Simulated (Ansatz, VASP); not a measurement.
# SiCCl2 (Cl-SiC-Cl chair bilayer, AA): VASP beside Ansatz, part 2 of 2

Aim: how closely do two programs agree when they are given the same cell, functional and k mesh? The structure shown is the start of the Ansatz relaxation below; VASP solves that cell, so the two are compared at the walk's first step.

VASP 6.6.1 and Ansatz 0.2.0.

So far: Set-up; Ansatz: relaxation, PBE with D3(BJ).

## Step 3: VASP: single point, PBE with D3(BJ), start cell

Level of this step: PBE with D3(BJ); plane waves and PAW (Cl, C, Si) (VASP).

The same cell, functional, mesh and smearing now go to VASP, with its own data sets.

Lines of VASP's logs that name or quote its potential files are left out, and so is its time.

The input, INCAR:

```
SYSTEM = SiCCl2
PREC = Accurate
ENCUT = 520
EDIFF = 1E-06
NELM = 120
ISMEAR = -1
SIGMA = 0.05
LREAL = .FALSE.
ALGO = Normal
GGA = PE
IVDW = 12
NBANDS = 30
LORBIT = 11
LWAVE = .FALSE.
LCHARG = .FALSE.
ISIF = 2
LDIPOL = .TRUE.
IDIPOL = 3
DIPOL = 0.5 0.5 0.498
LVHAR = .TRUE.
LASPH = .TRUE.
GGA_COMPAT = .FALSE.
EFERMI = MIDGAP
NELMDL = -8
KPAR = 2
```

The input, POSCAR:

```
SiCCl2
1.0
    3.0855000000      0.0000000000      0.0000000000
   -1.5427500000      2.6721210000      0.0000000000
    0.0000000000      0.0000000000     55.3666670000
Cl C Si
4 2 2
Direct
    0.6666666667      0.3333333333      0.3901264275
    0.3333333333      0.6666666667      0.4720048075
    0.6666666667      0.3333333333      0.5279951744
    0.3333333333      0.6666666667      0.6098735725
    0.6666666667      0.3333333333      0.4222757350
    0.6666666667      0.3333333333      0.5601444819
    0.3333333333      0.6666666667      0.4335340070
    0.3333333333      0.6666666667      0.5714027720
```

The input, KPOINTS:

```
Automatic mesh
0
Gamma
12 12 1
0 0 0
```

The projector-augmented-wave data sets are Cl, C and Si (PBE family, release 64).

Launch:

```bash
mpirun -np 2 vasp_std
```

Numbers of over 12 decimals in the logs are rounded to 6 here.

Output:

```text
[banner, memory and clock lines left out]
running    2 mpi-ranks, on    1 nodes
 distrk:  each k-point on    1 cores,    2 groups
 distr:  one band on    1 cores,    1 groups

 POSCAR found type information on POSCAR ClC Si
 POSCAR found :  3 types and       8 ions
 LDA part: xc-table for (Slater+PW92), standard interpolation
|                                                                             |
|           W    W    AA    RRRRR   N    N  II  N    N   GGGG   !!!           |
|           W    W   A  A   R    R  NN   N  II  NN   N  G    G  !!!           |
|           W    W  A    A  R    R  N N  N  II  N N  N  G       !!!           |
|           W WW W  AAAAAA  RRRRR   N  N N  II  N  N N  G  GGG   !            |
|           WW  WW  A    A  R   R   N   NN  II  N   NN  G    G                |
|           W    W  A    A  R    R  N    N  II  N    N   GGGG   !!!           |
|                                                                             |
|     One of the lattice vectors is very long (>50 A), but AMIN is rather     |
|     large. This can spoil convergence since charge sloshing might occur     |
|     along the long lattice vector. If problems with convergence are         |
|     observed, try to decrease AMIN to a smaller value (e.g. 0.01).          |
|     Note: This warning only applies if the self-consistency cycle is        |
|     used.                                                                   |
|                                                                             |

 POSCAR, INCAR and KPOINTS ok, starting setup
 FFT: planning ... GRIDC
 FFT: planning ... GRID_SOFT
 FFT: planning ... GRID
 WAVECAR not read
 entering main loop
       N       E                     dE             d eps       ncg     rms          rms(c)
DAV:   1     0.416256004471E+03    0.41626E+03   -0.15531E+04  1156   0.109E+03
DAV:   2     0.311785504353E+02   -0.38508E+03   -0.36411E+03  1768   0.228E+02
DAV:   3    -0.383117734769E+02   -0.69490E+02   -0.68101E+02  1374   0.106E+02
DAV:   4    -0.408269312107E+02   -0.25152E+01   -0.24995E+01  1516   0.250E+01
DAV:   5    -0.408977077977E+02   -0.70777E-01   -0.70720E-01  1546   0.418E+00
DAV:   6    -0.408998712564E+02   -0.21635E-02   -0.21633E-02  1570   0.736E-01
DAV:   7    -0.408999624034E+02   -0.91147E-04   -0.91145E-04  1538   0.136E-01
DAV:   8    -0.408999670290E+02   -0.46256E-05   -0.46255E-05  1482   0.288E-02    0.218E+01
DAV:   9    -0.379594245164E+02    0.29405E+01   -0.60522E+00  1326   0.140E+01    0.103E+01
DAV:  10    -0.378948803129E+02    0.64544E-01   -0.25901E+00  1480   0.755E+00    0.531E+00
DAV:  11    -0.378616014477E+02    0.33279E-01   -0.11131E-01  1402   0.183E+00    0.214E+00
DAV:  12    -0.378531327896E+02    0.84687E-02   -0.54699E-02  1482   0.123E+00    0.408E-01
DAV:  13    -0.378522905852E+02    0.84220E-03   -0.62879E-03  1448   0.417E-01    0.198E-01
DAV:  14    -0.378520651782E+02    0.22541E-03   -0.67282E-04  1456   0.143E-01    0.120E-01
[...]
DAV:  22    -0.378528286134E+02   -0.35304E-04   -0.13046E-06  1256   0.410E-03    0.190E-03
DAV:  23    -0.378528624378E+02   -0.33824E-04   -0.71229E-07  1166   0.295E-03    0.892E-04
DAV:  24    -0.378528846707E+02   -0.22233E-04   -0.34001E-07  1072   0.190E-03    0.851E-04
DAV:  25    -0.378528929679E+02   -0.82972E-05   -0.16338E-07  1146   0.129E-03    0.283E-04
DAV:  26    -0.378528970361E+02   -0.40682E-05   -0.54724E-08  1100   0.768E-04    0.244E-04
DAV:  27    -0.378528988907E+02   -0.18546E-05   -0.19410E-08  1016   0.457E-04    0.114E-04
DAV:  28    -0.378529001271E+02   -0.12364E-05   -0.10136E-08  1036   0.336E-04    0.726E-05
DAV:  29    -0.378529006705E+02   -0.54341E-06   -0.32076E-09   998   0.210E-04
   1 F= -.39667294E+02 E0= -.39667293E+02  d E =-.141389E-05
```

OUTCAR, selected parts (step 3):

```text
ion  position               nearest neighbor table
   1  0.667  0.333  0.390-   5 1.78
   2  0.333  0.667  0.472-   7 2.13
   3  0.667  0.333  0.528-   6 1.78
   4  0.333  0.667  0.610-   8 2.13
   5  0.667  0.333  0.422-   1 1.78   7 1.89   7 1.89   7 1.89
   6  0.667  0.333  0.560-   3 1.78   8 1.89   8 1.89   8 1.89
   7  0.333  0.667  0.434-   5 1.89   5 1.89   5 1.89   2 2.13
   8  0.333  0.667  0.571-   6 1.89   6 1.89   6 1.89   4 2.13

  LATTYP: Found a hexagonal cell.
 ALAT       =     3.0855000000
 C/A-ratio  =    17.9441474639

 Subroutine GETGRP returns: Found  6 space group operations
 (whereof  6 operations were pure point group operations)

The static configuration has the point symmetry C_3v.

 Found     19 irreducible k-points:

   k-points           NKPTS =     19   k-points in BZ     NKDIM =     19   number of bands    NBANDS=     30

   dimension x,y,z NGX =    24 NGY =   24 NGZ =  420
   dimension x,y,z NGXF=    48 NGYF=   48 NGZF=  840

   ENCUT  =  520.0 eV  38.22 Ry    6.18 a.u.   5.74  5.74102.95*2*pi/ulx,y,z

   NELECT =      44.0000    total number of electrons

 k-points in reciprocal lattice and weights: Automatic mesh
   0.00000000  0.00000000  0.00000000       0.007
   0.08333333 -0.00000000  0.00000000       0.042
   0.16666667 -0.00000000  0.00000000       0.042
   0.25000000 -0.00000000  0.00000000       0.042
   0.33333333 -0.00000000  0.00000000       0.042
   0.41666667 -0.00000000  0.00000000       0.042
   0.50000000 -0.00000000  0.00000000       0.021
   0.08333333  0.08333333  0.00000000       0.042
   0.16666667  0.08333333  0.00000000       0.083
[...]
0.33333333  0.25000000  0.00000000       0.083
   0.33333333  0.33333333  0.00000000       0.014

 dipolmoment           0.000000      0.000000      0.061067 electrons x Angstroem

 average (electrostatic) potential at core
       1 -98.5929       2 -97.9744       3 -97.9494       4 -97.2919       5 -57.7946
       6 -57.1265       7 -92.6163       8 -91.9569

 E-fermi :  -1.3053

 k-point     1 :       0.0000    0.0000    0.0000
  band No.  band energies     occupation
    ...
     18      -2.5260      2.00000
     19      -2.4844      2.00000
     20      -2.4844      2.00000
     21      -1.8336      1.99995
     22      -1.8336      1.99995
     23      -0.8187      0.00012
     24       0.1166      0.00000
     25       1.4047      0.00000
     26       2.0340      0.00000
     27       2.1371      0.00000
    ...

 k-point     2 :       0.0833   -0.0000    0.0000
  band No.  band energies     occupation
    ...
     18      -2.8691      2.00000
     19      -2.6136      2.00000
     20      -2.5631      2.00000
     21      -2.2194      2.00000
     22      -1.9113      1.99999
     23      -0.6873      0.00001
     24       0.2324      0.00000
     25       1.7616      0.00000
     26       2.2103      0.00000
     27       2.3991      0.00000
    ...

 k-point     3 :       0.1667   -0.0000    0.0000
  band No.  band energies     occupation
    ...
     18      -3.5186      2.00000
     19      -3.1466      2.00000
     20      -2.8387      2.00000
     21      -2.7667      2.00000
     22      -2.1130      2.00000
     23      -0.4022      0.00000
     24       0.4495      0.00000
     25       1.9150      0.00000
     26       2.4310      0.00000
     27       2.5946      0.00000
    ...

 Edisp (eV)   -1.81439

  Total      11.31318    11.31318    -6.94509     0.00000     0.00000     0.00000
  in kB      39.70684    39.70683   -24.37579     0.00000     0.00000     0.00000
  external pressure =       18.35 kB  Pullay stress =        0.00 kB

  energy-cutoff  :      520.00
  volume of cell :      456.49
      direct lattice vectors                 reciprocal lattice vectors
     3.085500000  0.000000000  0.000000000     0.324096581  0.187117275  0.000000000
    -1.542750000  2.672121000  0.000000000     0.000000000  0.374234550  0.000000000
     0.000000000  0.000000000 55.366667000     0.000000000  0.000000000  0.018061409

 POSITION                                       TOTAL-FORCE (eV/Angst)
 -----------------------------------------------------------------------------------
      1.54275      0.89071     21.60000         0.000000      0.000000     -0.350207
     -0.00000      1.78141     26.13333        -0.000000      0.000000     -1.684265
      1.54275      0.89071     29.23333         0.000000      0.000000     -0.374194
     -0.00000      1.78141     33.76667        -0.000000      0.000000     -1.718154
      1.54275      0.89071     23.38000         0.000000     -0.000000      0.905870
      1.54275      0.89071     31.01333        -0.000000      0.000000      0.906421
     -0.00000      1.78141     24.00333         0.000000      0.000000      1.161168
     -0.00000      1.78141     31.63667        -0.000000      0.000000      1.153360
 -----------------------------------------------------------------------------------
    total drift:                               -0.000000      0.000015      0.000052

  FREE ENERGIE OF THE ION-ELECTRON SYSTEM (eV)
  ---------------------------------------------------
  free  energy   TOTEN  =       -39.6672936693 eV

  energy  without entropy=      -39.6672922554  energy(sigma->0) =      -39.66729296

 vacuum level on the upper side and lower side of the slab         3.531         2.191

 total charge
# of ion       s       p       d       tot
------------------------------------------
    1        1.613   3.515   0.000   5.128
    2        1.613   3.528   0.000   5.142
    3        1.614   3.513   0.000   5.127
    4        1.612   3.530   0.000   5.142
    5        0.834   1.644   0.000   2.478
    6        0.834   1.645   0.000   2.479
    7        0.714   0.923   0.000   1.637
    8        0.714   0.923   0.000   1.637
--------------------------------------------------
tot          9.549  19.221   0.000  28.770

[... 3 further parts left out ...]
```

## Step 4: Side by side

Known differences besides the potentials themselves: Ansatz cuts the interaction across the vacuum, VASP repeats the sheet with a dipole correction; the cutoff is 420 eV in Ansatz and 520 eV in VASP. Total energies have different zeros and are not compared.

Forces (eV/Å; atoms numbered as in POSCAR):

| atom | Ansatz x, y, z | VASP x, y, z |
| --- | --- | --- |
| Cl1 | 0.000, 0.000, -0.449 | 0.000, 0.000, -0.350 |
| Cl2 | 0.000, 0.000, -1.646 | 0.000, 0.000, -1.684 |
| Cl3 | 0.000, 0.000, -0.474 | 0.000, 0.000, -0.374 |
| Cl4 | 0.000, 0.000, -1.681 | 0.000, 0.000, -1.718 |
| C5 | 0.000, 0.000, 0.997 | 0.000, 0.000, 0.906 |
| C6 | 0.000, 0.000, 0.998 | 0.000, 0.000, 0.906 |
| Si7 | 0.000, 0.000, 1.131 | 0.000, 0.000, 1.161 |
| Si8 | 0.000, 0.000, 1.124 | 0.000, 0.000, 1.153 |

The forces differ by 41 meV/Å r.m.s., which is 6.3 % of the r.m.s. force of 0.657 eV/Å (both taken over all components). With vacuum in the cell, a pressure given here is an average over mostly empty space and none of the material.

## Step 5: Outcome

```json
{"r.m.s. force difference (single point, PBE with D3(BJ), start cell)": "6.3 % of the r.m.s. force"}
```

In words: The r.m.s. force difference is 6.3 % of the r.m.s. force (single point, PBE with D3(BJ), start cell), beyond the 3 % picked in this series as the mark of a large difference. What causes the difference of the single point, PBE with D3(BJ), start cell pair stays open here. 1 further run of this series is not shown here. How closely two codes agree says nothing of how well the functional describes the real material.

[Lines on the potential files, build, host, timing and source positions are cut from VASP's logs without a mark.]

[Logs are printed without paths, hosts, clocks, repeated set-up lines and the standing remarks that a program may print on its own settings, such as how far it seeks lower states.]

[Hosts, paths, dates, database ids (printed as entryN), source tags and the programs' standing remarks are cut or masked in the printed files.]
